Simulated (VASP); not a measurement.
Calculation: RPBE GGA, VASP's PBE PAW potentials (set 64) (plane waves; VASP).

VASP ran on this input.

**POSCAR**
```
Al3Sc
1
    4.1350930907     0.0000000000     0.0000000000
    0.0000000000     4.1350930907     0.0000000000
    0.0000000000     0.0000000000     4.1350930907
Sc Al
1 3
Direct
  0.0000000000   0.0000000000   0.0000000000
  0.0000000000   0.5000000000   0.5000000000
  0.5000000000   0.0000000000   0.5000000000
  0.5000000000   0.5000000000   0.0000000000
```

KPOINTS:
```
Automatic
0
gamma
 8 8 8
0 0 0
```

INCAR:
```
LWAVE=F
LASPH=T   ! aspherical one-centre terms
LREAL=F   ! projection in real space or not
LCHARG=F
EDIFF=1E-7
PREC=Accurate
ENCUT=520   ! plane-wave cut-off (eV)
SYSTEM=Al3Sc
NELM=100   ! most electronic steps
SIGMA=0.1
LMAXMIX=4   ! l cut-off of mixed one-centre charges
ISIF=2
ISMEAR=1
ALGO=Normal   ! blocked Davidson
GGA=RP   ! RPBE
```

POTCAR, in this order: Sc_sv Al (PBE.64 set). Program: vasp_std.

The resulting files:

### OUTCAR
```
 ion  position               nearest neighbor table
   1  0.000  0.000  0.000-   2 2.92   3 2.92   4 2.92   2 2.92   3 2.92   2 2.92   4 2.92   2 2.92
                             3 2.92   4 2.92   3 2.92   4 2.92
   2  0.000  0.500  0.500-   1 2.92   3 2.92   4 2.92   1 2.92   4 2.92   1 2.92   3 2.92   1 2.92
                             3 2.92   4 2.92   4 2.92   3 2.92
   3  0.500  0.000  0.500-   1 2.92   2 2.92   4 2.92   1 2.92   4 2.92   2 2.92   4 2.92   4 2.92
                             1 2.92   2 2.92   1 2.92   2 2.92
   4  0.500  0.500  0.000-   1 2.92   2 2.92   3 2.92   2 2.92   3 2.92   1 2.92   3 2.92   3 2.92
                             1 2.92   2 2.92   2 2.92   1 2.92
  LATTYP: Found a simple cubic cell.
 ALAT       =     4.1350930907
 Subroutine PRICEL returns:
 Original cell was already a primitive cell.
 Subroutine GETGRP returns: Found 48 space group operations
The static configuration has the point symmetry O_h .
The dynamic configuration has the point symmetry O_h .
 Subroutine INISYM returns: Found 48 space group operations
 Subroutine IBZKPT returns following result:
 Found     35 irreducible k-points:

 Following reciprocal coordinates:
            Coordinates               Weight
  0.000000  0.000000  0.000000      1.000000
  0.125000  0.000000  0.000000      6.000000
  0.250000  0.000000  0.000000      6.000000
  0.375000  0.000000  0.000000      6.000000
  0.500000  0.000000  0.000000      3.000000
  0.125000  0.125000  0.000000     12.000000
  0.250000  0.125000  0.000000     24.000000
  0.375000  0.125000  0.000000     24.000000
  0.500000  0.125000  0.000000     12.000000
  0.250000  0.250000  0.000000     12.000000
  0.375000  0.250000  0.000000     24.000000
  0.500000  0.250000  0.000000     12.000000
  0.375000  0.375000  0.000000     12.000000
  0.500000  0.375000  0.000000     12.000000
  0.500000  0.500000  0.000000      3.000000
  0.125000  0.125000  0.125000      8.000000
  0.250000  0.125000  0.125000     24.000000
  0.375000  0.125000  0.125000     24.000000
...
```

**OSZICAR**
```
       N       E                     dE             d eps       ncg     rms          rms(c)
DAV:   1     0.115515129932E+03    0.11552E+03   -0.81868E+03   980   0.128E+03
DAV:   2    -0.111336596755E+02   -0.12665E+03   -0.12527E+03   986   0.368E+02
DAV:   3    -0.190566576751E+02   -0.79230E+01   -0.75803E+01  1512   0.732E+01
DAV:   4    -0.192078270525E+02   -0.15117E+00   -0.15093E+00  1464   0.111E+01
DAV:   5    -0.192104564911E+02   -0.26294E-02   -0.26281E-02  1368   0.142E+00    0.864E+00
DAV:   6    -0.182668910563E+02    0.94357E+00   -0.49210E+00  1612   0.255E+01    0.326E+00
DAV:   7    -0.182234365009E+02    0.43455E-01   -0.94521E-02  1268   0.279E+00    0.183E+00
DAV:   8    -0.182015481756E+02    0.21888E-01   -0.39650E-02  1500   0.191E+00    0.254E-01
DAV:   9    -0.182013099629E+02    0.23821E-03   -0.25492E-03  1246   0.498E-01    0.876E-02
DAV:  10    -0.182012901023E+02    0.19861E-04   -0.14881E-04  1546   0.132E-01    0.739E-02
DAV:  11    -0.182012839124E+02    0.61898E-05   -0.20629E-05  1374   0.320E-02    0.421E-02
DAV:  12    -0.182012780646E+02    0.58479E-05   -0.26621E-05  1580   0.610E-02    0.317E-03
DAV:  13    -0.182012780403E+02    0.24311E-07   -0.91565E-07  1336   0.104E-02
   1 F= -.18201278E+02 E0= -.18200523E+02  d E =-.226593E-02
```

OUTCAR:
```
------------------------ aborting loop because EDIFF is reached ----------------------------------------
  FORCE on cell =-STRESS in cart. coord.  units (eV):
  Direction    XX          YY          ZZ          XY          YZ          ZX
  --------------------------------------------------------------------------------------
  Total        0.0597031      0.0597031      0.0597031     -0.0000000     -0.0000000     -0.0000000
  in kB        1.3528563      1.3528563      1.3528563     -0.0000000     -0.0000000     -0.0000000
  external PRESSURE =       1.3528563 kB  Pullay stress =       0.0000000 kB
  volume of cell :       70.71
      direct lattice vectors                 reciprocal lattice vectors
     4.135093091  0.000000000  0.000000000     0.241832524  0.000000000  0.000000000
     0.000000000  4.135093091  0.000000000     0.000000000  0.241832524  0.000000000
     0.000000000  0.000000000  4.135093091     0.000000000  0.000000000  0.241832524
 POSITION                                       TOTAL-FORCE (eV/Angst)
 -----------------------------------------------------------------------------------
      0.00000      0.00000      0.00000         0.000000      0.000000      0.000000
      0.00000      2.06755      2.06755         0.000000      0.000000      0.000000
      2.06755      0.00000      2.06755         0.000000      0.000000      0.000000
      2.06755      2.06755      0.00000         0.000000      0.000000      0.000000
 -----------------------------------------------------------------------------------
    total drift:                                0.000000      0.000000      0.000000
  FREE ENERGIE OF THE ION-ELECTRON SYSTEM (eV)
  ---------------------------------------------------
  free  energy   TOTEN  =       -18.2012780403 eV

  energy  without entropy=      -18.1990121134  energy(sigma->0) =      -18.20052273
```
(Selected blocks of OUTCAR.)

The compound is Al3Sc in the L1_2 structure. It was relaxed first.
